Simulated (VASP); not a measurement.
Data:

```yaml
crystal:
  lattice:
    - [0.00000, 3.60188, 3.60188]
    - [3.60188, 0.00000, 3.60188]
    - [3.60188, 3.60188, 0.00000]
  atoms:
    - { symbol: K, position: [0.25000, 0.25000, 0.25000] }
    - { symbol: K, position: [0.75000, 0.75000, 0.75000] }
    - { symbol: S, position: [0.00000, 0.00000, 0.00000] }
```

Level of theory: LDA (Ceperley-Alder, Perdew-Zunger), VASP's LDA PAW potentials (set 64) (plane waves; VASP). Settings: 520 eV cut-off, Gaussian smearing of 0.050 eV, potentials K_sv S.

**Question.** Give the energies of bands 10 to 15 at the high-symmetry points, in eV from the valence-band maximum.

**Answer.** 
```
band      Γ      X      U      L      W
----  -----  -----  -----  -----  -----
10    -0.30  -0.89  -0.66  -0.71  -0.46
11    -0.30   0.00  -0.24  -0.11  -0.46
12    -0.30   0.00  -0.03  -0.11  -0.02
13     2.30   3.29   3.52   4.64   3.50
14     5.26   5.19   5.40   5.13   5.73
15     5.26   6.47   6.43   5.72   5.73
```

The gap is indirect, 2.30 eV, from the valence maximum at X to the conduction minimum at Γ.

The compound is K2S in the antifluorite structure. It was relaxed first, which changed the volume by -8 %.
